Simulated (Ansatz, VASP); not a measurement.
# H28NO12F: VASP beside Ansatz

Wanted: the spread between two codes on one cell, functional and k mesh. The cell is taken from a series of runs on this material, whose earlier steps may have relaxed, scaled, displaced or heated it; both programs get it as it stands.

Calculated with Ansatz 0.2.0; plane waves, with VASP 6.6.1 beside it; single point at PBE.

## 1. The structure

The cell holds 168 atoms: 4 N, 112 H, 48 O and 4 F. Its edges and angles: a = 18.411 Å, b = 9.206 Å, c = 9.206 Å, α = 90.0°, β = 90.0°, γ = 90.0°.

## 2. VASP: single point, PBE

A single point gives forces, pressure and levels at one fixed geometry, so differences don't come from the geometry; what else differs is listed under the comparison.

Lines of VASP's logs that name or quote its potential files are left out, and so is its time.

INCAR

```
SYSTEM = H28NO12F
PREC = Accurate
ENCUT = 520
EDIFF = 1E-06
NELM = 120
ISMEAR = -1
SIGMA = 0.05
LREAL = Auto
ALGO = Normal
GGA = PE
NBANDS = 341
LORBIT = 11
LWAVE = .FALSE.
LCHARG = .FALSE.
ISIF = 2
LASPH = .TRUE.
GGA_COMPAT = .FALSE.
EFERMI = MIDGAP
```

POSCAR

```
H28NO12F
1.0
   18.4111600000      0.0000000000      0.0000000000
    0.0000000000      9.2055800000      0.0000000000
    0.0000000000      0.0000000000      9.2055800000
N H O F
4 112 48 4
Direct
    0.0577900000      0.8238800000      0.9054100000
    0.3956100000      0.5852600000      0.4758000000
    0.5570300000      0.8231400000      0.9114700000
    0.8938300000      0.5825500000      0.4822000000
    0.0388700000      0.7243400000      0.8675500000
    0.1154100000      0.8031900000      0.8893700000
    0.0375000000      0.8986000000      0.8475300000
    0.0496000000      0.8289500000      0.0218000000
    0.3574300000      0.6711200000      0.4786200000
    0.3701900000      0.5052900000      0.5343100000
    0.4111900000      0.5566000000      0.3757800000
    0.4427800000      0.6166400000      0.5347700000
    0.1491400000      0.4090600000      0.1506700000
    0.0799600000      0.4525900000      0.0457300000
    0.1956200000      0.7155000000      0.6035300000
    0.1646100000      0.7142500000      0.7720100000
    0.0129300000      0.3105400000      0.4451500000
    0.0594900000      0.1614300000      0.4258600000
    0.2473400000      0.1799900000      0.0730100000
    0.2588100000      0.3542900000      0.0499700000
    0.0151200000      0.7361100000      0.2823900000
    0.0585800000      0.5785100000      0.2673600000
    0.2455600000      0.1163800000      0.4476200000
    0.2628400000      0.1959900000      0.2912400000
    0.4281100000      0.4470600000      0.1625200000
    0.3468500000      0.5084400000      0.1044800000
    0.3392900000      0.3230900000      0.6912400000
    0.2731400000      0.4215300000      0.6417000000
    0.2360800000      0.7358900000      0.3870500000
    0.2872500000      0.8390100000      0.4816400000
[... 132 atom lines left out ...]
    0.9964200000      0.2582200000      0.0681800000
    0.9998200000      0.5507700000      0.9052500000
    0.0185200000      0.9955100000      0.4604400000
    0.2117000000      0.7821600000      0.9012200000
    0.5205200000      0.9892400000      0.4559600000
    0.7076400000      0.7855500000      0.8996100000
```

KPOINTS

```
Automatic mesh
0
Gamma
1 1 1
0 0 0
```

The projector-augmented-wave data sets are N, H, O and F (PBE family, release 64).

The run is started by

```sh
> export OMP_NUM_THREADS=4
> mpirun -np 1 vasp_gam
```

Numbers of over 12 decimals in the logs are rounded to 6 here.

The program printed:

```text
[banner, memory and clock lines left out]
running    1 mpi-ranks, on    1 nodes
[...]
Offloading initialized ...    1 GPUs detected
[...]
LDA part: xc-table for (Slater+PW92), standard interpolation
 POSCAR, INCAR and KPOINTS ok, starting setup
[...]
entering main loop
       N       E                     dE             d eps       ncg     rms          rms(c)
DAV:   1     0.352190127410E+04    0.35219E+04   -0.24837E+05   714   0.123E+03
DAV:   2    -0.524661531930E+03   -0.40466E+04   -0.38514E+04   823   0.311E+02
DAV:   3    -0.883230799067E+03   -0.35857E+03   -0.35567E+03   852   0.959E+01
DAV:   4    -0.889081870652E+03   -0.58511E+01   -0.58338E+01   820   0.136E+01
[...]
DAV:  18    -0.812128382084E+03    0.39481E-05   -0.64553E-06   812   0.560E-03    0.459E-03
DAV:  19    -0.812128380461E+03    0.16227E-05   -0.17503E-06   652   0.524E-03    0.274E-03
DAV:  20    -0.812128380348E+03    0.11301E-06   -0.17670E-06   652   0.343E-03
   1 F= -.81212838E+03 E0= -.81212838E+03  d E =-.141439E-13
```

OUTCAR, selected parts (step 2):

```text
  FREE ENERGIE OF THE ION-ELECTRON SYSTEM (eV)
  ---------------------------------------------------
  free  energy   TOTEN  =      -812.1283803481 eV

  energy  without entropy=     -812.1283803481  energy(sigma->0) =     -812.12838035
```

The run ends at a pressure of -1.65 GPa, with forces up to 7.2 eV/Å.

(Continued in part 2 of 2.)

[Lines on the potential files, build, host, timing and source positions are cut from VASP's logs without a mark.]

[Logs are printed without paths, hosts, clocks, repeated set-up lines and the standing remarks that a program may print on its own settings, such as how far it seeks lower states.]

[Hosts, paths, dates, database ids (printed as entryN), source tags and the programs' standing remarks are cut or masked in the printed files.]
